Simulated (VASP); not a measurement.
# PmSe (F-43m) in VASP: notebook, part 2 of 2

VASP 6.6.1. Earlier steps stand in the parts before.

### 5 Single point, LDA+U, collinear spin, ferromagnetic start

This run uses another cell than the first one: it holds 2 atoms, not 4.

Input file INCAR:

```
SYSTEM = PmSe
  PREC = Accurate
  ENCUT = 520
  EDIFF = 1E-6
  ISMEAR = 0
  SIGMA = 0.05
  LREAL = .False.
  LASPH = .True.
  NELM = 150
  ALGO = Normal
  ISIF = 2
  LWAVE = .False.
  LCHARG = .False.
  ISPIN = 2
  MAGMOM = 4 0
  LORBIT = 11
  NUPDOWN = 0
  LMAXMIX = 6
  LDAU = .True.
  LDAUTYPE = 2
  LDAUL = 3 -1
  LDAUU = 4 0
  LDAUJ = 0 0
  LDAUPRINT = 1
  GGA = CA
```

Input file KPOINTS:

```
regular mesh
0
Gamma
  5 5 5
  0 0 0
```

Input file POSCAR:

```
PmSe
1.0
    0.0000000000      3.2231904100      3.2231904100
    3.2231904100      0.0000000000      3.2231904100
    3.2231904100      3.2231904100      0.0000000000
Pm Se
1 1
Direct
    0.0000000000      0.0000000000      0.0000000000
    0.2500000000      0.2500000000      0.2500000000
```

Run with:

```console
$ cat potpaw_PBE.64/Pm/POTCAR potpaw_PBE.64/Se/POTCAR > POTCAR
$ mpirun -np 1 vasp_std > vasp.out
```

It took 52 s on 1 thread of Intel Xeon Platinum 8375C at 2.90GHz (Ice Lake), shared host; peak memory 0.2 GiB.

Results (log left out):

```
Free energy                                           : -9.9219 eV
Pressure                                              : 1.2 GPa
Net moment                                            : 0.00 μB per cell
Site moments                                          : Pm -0.47; Se +0.01 μB
Valence electrons inside the program's atomic spheres : Pm 12.37; Se 3.96
```

Eigenvalues of the final occupation matrices:
```
    site  spin  trace                         eigenvalues
site 1 f     1   1.85  0.00 0.00 0.00 0.29 0.29 0.29 0.96
site 1 f     2   2.47  0.00 0.00 0.00 0.01 0.82 0.82 0.82
```

Caveat: the magnetic or orbital state may not be the lowest; the moment is held away from its start; the PAW data sets were made with another functional, which shifts forces and pressure a little; spin-orbit coupling is left out, which moves the levels of the heavy elements; the total moment is fixed, so each spin has its own Fermi level. The state reached can hang on the start; a lower one may exist.

### 6 Single point, PBE+U, collinear spin, ferromagnetic start

This run uses another cell than the first one: it holds 2 atoms, not 4.

Input file INCAR:

```
  PREC = Accurate
  ENCUT = 520
  EDIFF = 1E-7
  ISMEAR = 0
  SIGMA = 0.05
  LREAL = F
  LASPH = T
  NELM = 150
  ALGO = Normal
  ISIF = 2
  LWAVE = F
  LCHARG = F
  ISPIN = 2
  MAGMOM = 4 0
  LORBIT = 11
  LMAXMIX = 6
  LDAU = T
  LDAUTYPE = 2
  LDAUL = 3 -1
  LDAUU = 5 0
  LDAUJ = 0 0
  LDAUPRINT = 1
  GGA = PE
  NBANDS = 22
```

Input file KPOINTS:

```
Automatic mesh
0
Gamma
  5 5 5
```

POSCAR is that of step 5.

Potentials or basis: VASP PAW PBE potentials, release 64 (Pm, Se).

Run with:

```console
$ cat potpaw_PBE.64/Pm/POTCAR potpaw_PBE.64/Se/POTCAR > POTCAR
$ mpirun -np 1 vasp_std > vasp.out
```

OUTCAR:

```text
PREC = Accurate
   ENCUT = 520
   EDIFF = 1E-7
   ISMEAR = 0
   LREAL = F
   LASPH = T
   NELM = 150
   ISIF = 2
   ISPIN = 2
   LORBIT = 11
   GGA = PE

 ion  position               nearest neighbor table
   1  0.000  0.000  0.000-   2 2.79   2 2.79   2 2.79   2 2.79
   2  0.250  0.250  0.250-   1 2.79   1 2.79   1 2.79   1 2.79

  LATTYP: Found a face centered cubic cell.
 ALAT       =     6.4463808200

  Lattice vectors:

 A1 = (   0.0000000000,   3.2231904100,   3.2231904100)
 A2 = (   3.2231904100,   0.0000000000,   3.2231904100)
 A3 = (   3.2231904100,   3.2231904100,   0.0000000000)

Analysis of symmetry for initial positions (statically):
=====================================================================
 Subroutine PRICEL returns:
 Original cell was already a primitive cell.

 Routine SETGRP: Setting up the symmetry group for a
[... 491 lines left out ...]
      3     -13.8586      1.00000
      4     -13.8586      1.00000
      5      -9.1105      1.00000
      6       0.7837      1.00000
[... 239 lines left out ...]
     21      10.8333      0.00000
     22      12.0054      0.00000

------------------------ aborting loop because EDIFF is reached ----------------------------------------

  FORCE on cell =-STRESS in cart. coord.  units (eV):
  Direction    XX          YY          ZZ          XY          YZ          ZX
  --------------------------------------------------------------------------------------
  -------------------------------------------------------------------------------------
  Total        2.4311123      2.4311123      2.4311123      0.0000000      0.0000000     -0.0000000
  in kB       58.1604440     58.1604440     58.1604440      0.0000000      0.0000000     -0.0000000
  external PRESSURE =      58.1604440 kB  Pullay stress =       0.0000000 kB

 VOLUME and BASIS-vectors are now :
 -----------------------------------------------------------------------------
  energy-cutoff  :      520.00
  volume of cell :       66.97
      direct lattice vectors                 reciprocal lattice vectors
     0.000000000  3.223190410  3.223190410    -0.155125803  0.155125803  0.155125803
     3.223190410  0.000000000  3.223190410     0.155125803 -0.155125803  0.155125803
     3.223190410  3.223190410  0.000000000     0.155125803  0.155125803 -0.155125803

 POSITION                                       TOTAL-FORCE (eV/Angst)
 -----------------------------------------------------------------------------------
      0.00000      0.00000      0.00000        -0.000000     -0.000000     -0.000000
      1.61160      1.61160      1.61160         0.000000      0.000000      0.000000
 -----------------------------------------------------------------------------------
    total drift:                                0.000000      0.000000      0.000000

  FREE ENERGIE OF THE ION-ELECTRON SYSTEM (eV)
  ---------------------------------------------------
  free  energy   TOTEN  =       -12.5685512490 eV

  energy  without entropy=      -12.5596187758  energy(sigma->0) =      -12.56408501

 total charge

# of ion       s       p       d       f       tot
--------------------------------------------------
    1        2.010   5.562   0.519   4.289  12.380
    2        1.441   2.519   0.024   0.000   3.984
--------------------------------------------------
tot          3.451   8.081   0.543   4.289  16.365

 magnetization (x)

# of ion       s       p       d       f       tot
--------------------------------------------------
    1       -0.012   0.016   0.184   4.253   4.442
    2       -0.006  -0.056   0.018   0.000  -0.044
--------------------------------------------------
tot         -0.017  -0.040   0.202   4.253   4.398
```

stdout:

```text
POSCAR found type information on POSCAR PmSe
 POSCAR found :  2 types and       2 ions
 scaLAPACK will be used
 LDA part: xc-table for (Slater+PW92), standard interpolation
 POSCAR, INCAR and KPOINTS ok, starting setup
 FFT: planning ... GRIDC
 FFT: planning ... GRID_SOFT
 FFT: planning ... GRID
 WAVECAR not read
 entering main loop
```

Run time: 2.2 min. Hardware: 1 thread of Intel Xeon Platinum 8375C at 2.90GHz (Ice Lake), shared host; peak memory 0.25 GiB.

What came out:

```yaml
Free_energy: -12.5686 eV
Pressure: 5.8 GPa
Band_gap_on_the_k_mesh: none (metal or under the smearing width)
Net_moment: 5.00 μB per cell
Site_moments: Pm +4.44; Se -0.04 μB
Valence_electrons_inside_the_program's_atomic_spheres: Pm 12.38; Se 3.98
```

Eigenvalues of the final occupation matrices:
```
    site  spin  trace                         eigenvalues
site 1 f     1   4.28  0.12 0.12 0.12 0.97 0.98 0.98 0.98
site 1 f     2   0.02  0.00 0.00 0.00 0.00 0.00 0.00 0.00
```

Caveat: the magnetic or orbital state may not be the lowest; spin-orbit coupling is left out, which moves the levels of the heavy elements.

### 7 Summary

| level | spin | U | fixed moment (μB) | supercell matrix | gap on the mesh (eV) | pressure (GPa) | moment (μB) |
| --- | --- | --- | --- | --- | --- | --- | --- |
| LDA+U | collinear, antiferromagnetic start | Pm f U = 4 eV | - | [1, 0, 0, 0, 1, 0, 0, 0, 2] | 0.07 | 4.8 | 0.00 |
| LDA+U | collinear, zero start | Pm f U = 4 eV | - | - | none | 2.1 | 4.87 |
| LDA+U | collinear, random start | Pm f U = 4 eV | - | - | none | 1.7 | 0.93 |
| LDA+U | collinear, ferromagnetic start | Pm f U = 4 eV | 0 | - | - | 1.2 | 0.00 |
| PBE+U | collinear, ferromagnetic start | Pm f U = 5 eV | - | - | none | 5.8 | 5.00 |

Alike in all rows: task single point; potentials or basis VASP PAW PBE potentials, release 64 (Pm, Se); cell as given; k mesh 5 × 5 × 5; cutoff (eV) 520; smearing gaussian 0.05 eV.

On the cell as given the gap runs from zero (LDA+U) to 0.07 eV (LDA+U). The pressure there spans 1.2 GPa (LDA+U) to 5.8 GPa (PBE+U); a positive pressure means that this level wants a larger cell, a negative one a smaller.

Caveats: the magnetic or orbital state may not be the lowest; spin-orbit coupling is left out, which moves the levels of the heavy elements; the PAW data sets were made with another functional, which shifts forces and pressure a little (some runs); an odd mesh through Γ misses points on the zone boundary, where band edges often lie (some runs); the moment is held away from its start (some runs); the total moment is fixed, so each spin has its own Fermi level (some runs).

Total energies depend on the potentials used, so only differences within one code and one set of settings carry meaning.
